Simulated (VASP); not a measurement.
Output of a VASP run:

File OSZICAR:
```
...
DAV:  15    -0.359148807381E+02   -0.48212E-05   -0.21032E-05   854   0.451E-02    0.332E-03
DAV:  16    -0.359148822771E+02   -0.15390E-05   -0.16749E-05   764   0.418E-02    0.330E-03
DAV:  17    -0.359148852262E+02   -0.29491E-05   -0.22091E-06   764   0.178E-02    0.712E-04
DAV:  18    -0.359148884753E+02   -0.32491E-05   -0.15720E-06   774   0.169E-02    0.335E-04
DAV:  19    -0.359148884149E+02    0.60408E-07   -0.36475E-08   537   0.231E-03
   1 F= -.34121322E+02 E0= -.34121322E+02  d E =-.341213E+02
       N       E                     dE             d eps       ncg     rms          rms(c)
DAV:   1    -0.382148089911E+02   -0.22999E+01   -0.50053E+01   839   0.931E+01    0.105E+01
DAV:   2    -0.358227988759E+02    0.23920E+01   -0.72645E+00   764   0.509E+01    0.309E+00
DAV:   3    -0.357252475995E+02    0.97551E-01   -0.48118E-01   764   0.750E+00    0.248E+00
DAV:   4    -0.357059245316E+02    0.19323E-01   -0.16612E-01   754   0.380E+00    0.946E-01
DAV:   5    -0.357105186513E+02   -0.45941E-02   -0.58293E-02   754   0.286E+00    0.565E-01
DAV:   6    -0.357207876660E+02   -0.10269E-01   -0.46706E-02   754   0.249E+00    0.267E-01
DAV:   7    -0.357394413801E+02   -0.18654E-01   -0.10282E-02   764   0.125E+00    0.515E-02
DAV:   8    -0.357388353052E+02    0.60607E-03   -0.89146E-04   779   0.399E-01    0.321E-02
DAV:   9    -0.357394920420E+02   -0.65674E-03   -0.85081E-04   774   0.404E-01    0.106E-02
DAV:  10    -0.357397007247E+02   -0.20868E-03   -0.58371E-05   769   0.113E-01    0.443E-03
DAV:  11    -0.357396970972E+02    0.36275E-05   -0.86947E-07   919   0.920E-03    0.366E-03
DAV:  12    -0.357397091475E+02   -0.12050E-04   -0.79533E-06   759   0.408E-02    0.137E-03
DAV:  13    -0.357397097960E+02   -0.64847E-06   -0.62545E-07   769   0.121E-02    0.114E-03
DAV:  14    -0.357397098188E+02   -0.22870E-07   -0.11934E-07   522   0.616E-03
   2 F= -.34151359E+02 E0= -.34151359E+02  d E =-.300371E-01
       N       E                     dE             d eps       ncg     rms          rms(c)
DAV:   1    -0.362230332978E+02   -0.48332E+00   -0.84222E+00   809   0.417E+01    0.531E+00
DAV:   2    -0.358734634095E+02    0.34957E+00   -0.83089E-01   769   0.152E+01    0.194E+00
DAV:   3    -0.358554742541E+02    0.17989E-01   -0.74557E-02   764   0.389E+00    0.174E+00
DAV:   4    -0.358274377290E+02    0.28037E-01   -0.51710E-02   754   0.223E+00    0.398E-01
DAV:   5    -0.358509580854E+02   -0.23520E-01   -0.15694E-02   754   0.148E+00    0.177E-01
DAV:   6    -0.358444462707E+02    0.65118E-02   -0.65665E-03   754   0.945E-01    0.979E-02
DAV:   7    -0.358513691821E+02   -0.69229E-02   -0.31328E-03   754   0.700E-01    0.292E-02
DAV:   8    -0.358511647947E+02    0.20439E-03   -0.55217E-05   794   0.977E-02    0.193E-02
DAV:   9    -0.358513369813E+02   -0.17219E-03   -0.25279E-04   754   0.200E-01    0.105E-02
DAV:  10    -0.358514001431E+02   -0.63162E-04   -0.29248E-05   754   0.750E-02    0.547E-03
DAV:  11    -0.358513992791E+02    0.86404E-06   -0.74636E-07   864   0.829E-03    0.350E-03
DAV:  12    -0.358513981496E+02    0.11295E-05   -0.59617E-07   794   0.694E-03    0.186E-03
DAV:  13    -0.358513997245E+02   -0.15749E-05   -0.40696E-07   754   0.994E-03    0.931E-04
DAV:  14    -0.358513996102E+02    0.11432E-06   -0.15079E-08   377   0.167E-03    0.557E-04
DAV:  15    -0.358513997257E+02   -0.11546E-06   -0.51827E-09   377   0.102E-03    0.141E-04
DAV:  16    -0.358513997530E+02   -0.27371E-07   -0.27608E-09   377   0.745E-04
   3 F= -.34182285E+02 E0= -.34182285E+02  d E =-.609629E-01
```

File OUTCAR:
```
------------------------ aborting loop because EDIFF is reached ----------------------------------------
  FORCE on cell =-STRESS in cart. coord.  units (eV):
  Direction    XX          YY          ZZ          XY          YZ          ZX
  --------------------------------------------------------------------------------------
  Total        1.6629962      1.6629962      1.6629962     -0.0000000      0.0000000     -0.0000000
  in kB       49.8167003     49.8167003     49.8167003     -0.0000000      0.0000000     -0.0000000
  external PRESSURE =      -0.1832997 kB  Pullay stress =      50.0000000 kB
  volume of cell :       53.48
      direct lattice vectors                 reciprocal lattice vectors
     0.000000000  2.990420727  2.990420727    -0.167200553  0.167200553  0.167200553
     2.990420727  0.000000000  2.990420727     0.167200553 -0.167200553  0.167200553
     2.990420727  2.990420727 -0.000000000     0.167200553  0.167200553 -0.167200553
  FREE ENERGIE OF THE ION-ELECTRON SYSTEM (eV)
  ---------------------------------------------------
  free  energy   TOTEN  =       -35.8513997530 eV

  energy  without entropy=      -35.8513997530  energy(sigma->0) =      -35.85139975
  enthalpy is  TOTEN    =       -34.1822845981 eV   P V=        1.6691151549

 reached required accuracy - stopping structural energy minimisation
```
(Selected blocks of OUTCAR.)

File POSCAR:
```
CdSe
1
    0.0000000000     3.0629697318     3.0629697318
    3.0629697318     0.0000000000     3.0629697318
    3.0629697318     3.0629697318     0.0000000000
Cd Se
1 1
Direct
  0.0000000000   0.0000000000   0.0000000000
  0.2500000000   0.2500000000   0.2500000000
```

Problem. Reconstruct the remaining input files.

Solution. One answer among several that fit: the input of the run itself, r2SCAN meta-GGA, plane waves, VASP's PBE PAW potentials (set 64).

### KPOINTS
```
Automatic mesh
0
Gamma
8 8 8
0 0 0
```

**INCAR**
```
ALGO  =  Normal
EDIFF  =  1E-7
EDIFFG  =  -0.01
ENCUT  =  480
IBRION  =  2
ISIF  =  3
ISMEAR  =  0
LASPH  =  .True.
LCHARG  =  .False.
LMAXMIX  =  4
LMIXTAU  =  .True.
LREAL  =  .False.
LWAVE  =  .False.
METAGGA  =  R2SCAN
NELM  =  100
NSW  =  40
PREC  =  Accurate
PSTRESS  =  50
SIGMA  =  0.05
SYSTEM  =  CdSe
```

POTCAR, in this order: Cd Se (PBE.64 set). Program: vasp_std.

Energy and stress use the plane-wave basis of the starting cell.

The compound is CdSe in the zinc blende structure, whereas wurtzite is the usual form. This run relaxes it under an external pressure of 5 GPa. Symmetry was kept, so distortions that lower it aren't found.
